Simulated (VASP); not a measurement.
OSZICAR of a VASP run on KBr (rock salt):

OSZICAR:
```
       N       E                     dE             d eps       ncg     rms          rms(c)
DAV:   1     0.101601359652E+03    0.10160E+03   -0.69831E+03   480   0.114E+03
DAV:   2    -0.545070478087E+00   -0.10215E+03   -0.95482E+02   616   0.262E+02
DAV:   3    -0.642043754902E+01   -0.58754E+01   -0.58430E+01   616   0.579E+01
DAV:   4    -0.662100197028E+01   -0.20056E+00   -0.20033E+00   856   0.962E+00
DAV:   5    -0.662188544462E+01   -0.88347E-03   -0.88345E-03   624   0.688E-01    0.316E+00
DAV:   6    -0.646454448877E+01    0.15734E+00   -0.25659E-01   564   0.280E+00    0.234E+00
DAV:   7    -0.645195930635E+01    0.12585E-01   -0.11451E-01   588   0.205E+00    0.113E+00
DAV:   8    -0.645914689545E+01   -0.71876E-02   -0.13508E-02   660   0.993E-01    0.148E-01
DAV:   9    -0.645944846351E+01   -0.30157E-03   -0.41070E-04   640   0.138E-01    0.830E-02
DAV:  10    -0.645987195449E+01   -0.42349E-03   -0.49285E-04   544   0.156E-01    0.225E-02
DAV:  11    -0.645987357404E+01   -0.16196E-05   -0.99834E-06   680   0.218E-02    0.522E-03
DAV:  12    -0.645987620404E+01   -0.26300E-05   -0.24134E-06   560   0.131E-02    0.130E-03
DAV:  13    -0.645987653434E+01   -0.33030E-06   -0.42417E-07   444   0.460E-03
   1 F= -.64598765E+01 E0= -.64598765E+01  d E =-.645988E+01
```

Which electronic solver shows in the log?

It is blocked Davidson (ALGO = Normal, or the opening steps of other solvers). The INCAR had ALGO = Normal.

Can the final energy be trusted as converged?

The run converged. It stopped with EDIFF = 1E-6, NELM = 100, NSW = 40 and EDIFFG = -0.02 after 1 ionic step (PBEsol GGA, plane waves, VASP's PBE PAW potentials (set 64)).

The compound is KBr in the rock salt structure. It was relaxed first.
